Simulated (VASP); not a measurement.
A convergence study with VASP on Os (hcp): one setting is varied, all else stays as given below, so the limit is that of these other settings. Each run relaxes cell and ions; the cell shown is the tightest run's result. The basis is that of the starting cell, so low cut-offs carry a Pulay error.

```
CELL_PARAMETERS angstrom
      1.37860    -2.38780     0.00000
      1.37860     2.38780     0.00000
      0.00000     0.00000     4.33704
ATOMIC_POSITIONS crystal
  Os 0.33333 0.66667 0.25000
  Os 0.66667 0.33333 0.75000
```

Calculation: PBE GGA, VASP's PBE PAW potentials (set 64) (plane waves; VASP). The tightest run used: 700 eV cut-off, 13×13×8 Γ-centred mesh, first-order Methfessel-Paxton smearing of 0.10 eV, potentials Os.

The reference is ENCUT = 700, which took about 2 core-minutes. Times come from single runs on busy shared machines, so they are rough: good to a factor of about 2.

### Question
Of the settings ENCUT = 150; ENCUT = 200; ENCUT = 250; ENCUT = 300; ENCUT = 350; ENCUT = 400; ENCUT = 450; ENCUT = 500; ENCUT = 550; ENCUT = 600; ENCUT = 650; ENCUT = 700, which is the lowest that keeps the difference from the reference in relaxed volume (Å³/atom) within 0.02 from there on, and what does it cost?

### Answer
ENCUT = 400; its cost over the reference is about 1/2.
```csv
setting,difference in relaxed volume (Å³/atom),cost over the reference
ENCUT = 150,1.844,about 1/3
ENCUT = 200,0.569,about 1/4
ENCUT = 250,0.049,about 1/4
ENCUT = 300,0.067,about 1/3
ENCUT = 350,0.042,about 1/2
ENCUT = 400,0.009,about 1/2
ENCUT = 450,0.003,within a factor of 2
ENCUT = 500,0.006,within a factor of 2
ENCUT = 550,0.006,within a factor of 2
ENCUT = 600,0.002,within a factor of 2
ENCUT = 650,0.000,within a factor of 2
ENCUT = 700,0.000,reference
```

Left out are rungs that failed or repeat a setting and relaxations that didn't move; long series are thinned to 24 rows.

The compound is Os in the hcp structure.
